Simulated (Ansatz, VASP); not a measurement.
SnPt3: VASP beside Ansatz

Contents of INCAR:

```
  PREC = Accurate
  ENCUT = 520
  EDIFF = 1E-8
  ISMEAR = -1
  SIGMA = 0.05
  LREAL = F
  LASPH = T
  NELM = 60
  ALGO = Normal
  ISIF = 2
  LWAVE = F
  LCHARG = F
  GGA = CA
  LEFG = T
  NBANDS = 30
```

Contents of KPOINTS:

```
Automatic mesh
0
Gamma
  8 8 8
```

Contents of POSCAR:

```
SnPt3
1.0
    3.9731535535      0.0000000000      0.0000000000
    0.0000000000      3.9731535535      0.0000000000
    0.0000000000      0.0000000000      3.9731535535
Sn Pt
1 3
Direct
    0.0000000000      0.0000000000      0.0000000000
    0.0000000000      0.5000000000      0.5000000000
    0.5000000000      0.0000000000      0.5000000000
    0.5000000000      0.5000000000      0.0000000000
```

Input for Ansatz:

```yaml
crystal:
  lattice:
    - [3.9731535535, 0.0, 0.0]
    - [0.0, 3.9731535535, 0.0]
    - [0.0, 0.0, 3.9731535535]
  atoms:
    - { symbol: Sn, position: [0.0, 0.0, 0.0] }
    - { symbol: Pt, position: [0.0, 0.5, 0.5] }
    - { symbol: Pt, position: [0.5, 0.0, 0.5] }
    - { symbol: Pt, position: [0.5, 0.5, 0.0] }
kpoints:
  mp_grid: { grid: [8, 8, 8] }
scf:
  occupations: { method: fermi_dirac, width: 0.05 }
hamiltonian:
  xc: lda
  pseudopotentials: { kind: paw }
output:
  forces: true
  stress: true
  eigenvalues: true
  efg: { contact_densities: true }
  write_density: true
  write_potential: true
  elf: true
  volumetric_format: npy
```

Change from the starting cell: volume scaled by 0.98, PAW files.

Alike in both runs: task electric field gradients; functional LDA; k mesh 8 × 8 × 8; occupations fermi-dirac, width 0.05 eV; no spin polarisation.

|  | VASP | Ansatz |
| --- | --- | --- |
| version | VASP 6.6.1 | Ansatz 0.2.0 |
| potentials or method | VASP PAW LDA potentials, release 64 (Sn_d, Pt) | PAW with Ansatz's default frozen-core files, scalar-relativistic |
| plane-wave cutoff (eV) | 520 | 420 |
| valence electrons in the cell | 44 | 68 |

Ansatz gave:

* pressure (GPa): 1.2
* Vzz of the field gradient on the site that differs most (V/Å²): -162.9

What did VASP give for the same quantities?

Pressure (GPa): 2.0; Vzz of the field gradient on the site that differs most (V/Å²): -149.8.

The two sets of potentials don't hold the same shells in valence. Ansatz warned: «gradients_without_spin_orbit».

Spin-orbit coupling is left out, which matters for the levels of Pt.
